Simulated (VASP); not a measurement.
VASP input:

### INCAR
```
SYSTEM = GaAs
PREC = Accurate
ENCUT = 500
EDIFF = 1E-6
NELM = 100
ALGO = Normal
LREAL = .FALSE.
LASPH = .TRUE.
ISMEAR = 0
SIGMA = 0.05
GGA = PS
LMAXMIX = 4
LWAVE = .FALSE.
LCHARG = .FALSE.
IBRION = 2
ISIF = 3
NSW = 40
EDIFFG = -0.02
PSTRESS = 100
```

**KPOINTS**
```
Automatic
0
gamma
  8 8 8
0 0 0
```

**POSCAR**
```
GaAs
1
    0.0000000000     2.7285948294     2.7285948294
    2.7285948294    -0.0000000000     2.7285948294
    2.7285948294     2.7285948294     0.0000000000
Ga As
1 1
Direct
  0.0000000000   0.0000000000   0.0000000000
  0.2500000000   0.2500000000   0.2500000000
```

POTCAR, in this order: Ga_d As (PBE.64 set). Program: vasp_std.

**Question.** Write an equivalent input for Quantum ESPRESSO's pw.x.

**Answer.** One equivalent input (not run):
```
&CONTROL
  calculation = 'vc-relax'
  pseudo_dir = './pseudo'
  outdir = './out'
  tprnfor = .true.
  tstress = .true.
  nstep = 40
  forc_conv_thr = 0.00078
/
&SYSTEM
  ibrav = 0
  nat = 2
  ntyp = 2
  ecutwfc = 84
  occupations = 'smearing'
  smearing = 'gaussian'
  degauss = 0.003675
  input_dft = 'pbesol'
/
&ELECTRONS
  conv_thr = 7.3e-08
  electron_maxstep = 100
/
&IONS
/
&CELL
  press = 100
/
ATOMIC_SPECIES
  Ga 69.723 Ga.upf
  As 74.922 As.upf
CELL_PARAMETERS angstrom
     0.0000000    2.7285948    2.7285948
     2.7285948   -0.0000000    2.7285948
     2.7285948    2.7285948    0.0000000
ATOMIC_POSITIONS crystal
  Ga   0.0000000  0.0000000  0.0000000
  As   0.2500000  0.2500000  0.2500000
K_POINTS automatic
  8 8 8 0 0 0
```
The two are equivalent in intent, not identical: the potentials are each code's own (VASP's PAW set, PseudoDojo norm-conserving files in pw.x), so ENCUT and ecutwfc are chosen apart and not converted; conv_thr bounds pw.x's estimated SCF error, while EDIFF bounds the energy change between steps; forc_conv_thr acts on force components and is met together with etot_conv_thr.

The compound is GaAs in the zinc blende structure. It was relaxed first under an external pressure of 10 GPa.
